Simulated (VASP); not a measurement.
An input for Ansatz (written as the equivalent of a VASP run, and not itself run):

Ansatz 0.2 input:
```yaml
crystal:
  lattice:
    - [2.8620365, 0.0000001, 0.0000000]
    - [-1.4310186, 2.4785964, 0.0000000]
    - [0.0000000, 0.0000000, 4.1858629]
  atoms:
    - { symbol: Ti, position: [0.0000000, 0.0000000, 0.0000000] }
    - { symbol: Si, position: [0.6666670, 0.3333330, 0.5000000] }
kpoints:
  mp_grid: { grid: [13, 13, 8] }
hamiltonian:
  xc: r2scan
  pseudopotentials: { kind: paw }
scf:
  occupations: { method: methfessel_paxton, width: 0.1 }
  max_iter: 100
relax:
  max_steps: 60
  f_tol: 0.01
  cell: {}
output: { forces: true, stress: true, eigenvalues: true }
```

Translate this input to VASP (INCAR, KPOINTS, POSCAR, choice of POTCAR).

This is not unique; one that fits is 
**INCAR**
```
! general
SYSTEM =TiSi
PREC   =Accurate
ENCUT  =400
LREAL  =F
LASPH  =T

! electronic loop
EDIFF  =1E-6
NELM   =100
ALGO   =Normal
LMAXMIX=4
LMIXTAU=T

! smearing
ISMEAR =1
SIGMA  =0.1

! functional
METAGGA=R2SCAN

! ions
IBRION =2
NSW    =60
ISIF   =3
EDIFFG =-0.01

! output
LWAVE  =F
LCHARG =F
```

POSCAR:
```
TiSi
1.0
  2.8620364936   0.0000000940   0.0000000000
 -1.4310185788   2.4785964482   0.0000000000
  0.0000000000   0.0000000000   4.1858629108
Ti Si
1 1
Cart
  0.0000000000   0.0000000000   0.0000000000
  1.4310195672   0.8261980525   2.0929314554
```

File KPOINTS:
```
K-points
0
gamma
 13 13 8
```

POTCAR, in this order: Ti_sv Si (PBE.64 set). Program: vasp_std.

The two are equivalent in intent, not identical: each code has its own PAW files, so the cut-off isn't converted (ENCUT is set for VASP's; basis.ecutwfc is left out, and Ansatz then takes the one that its files recommend); Ansatz stops its SCF on the density residual and VASP on the energy change (EDIFF).

The structure was generated: TiSi was put into the WC type (P-6m2), which need not be its known phase. This run relaxes it. Symmetry was kept, so distortions that lower it aren't found. The start is the result of an earlier pass.
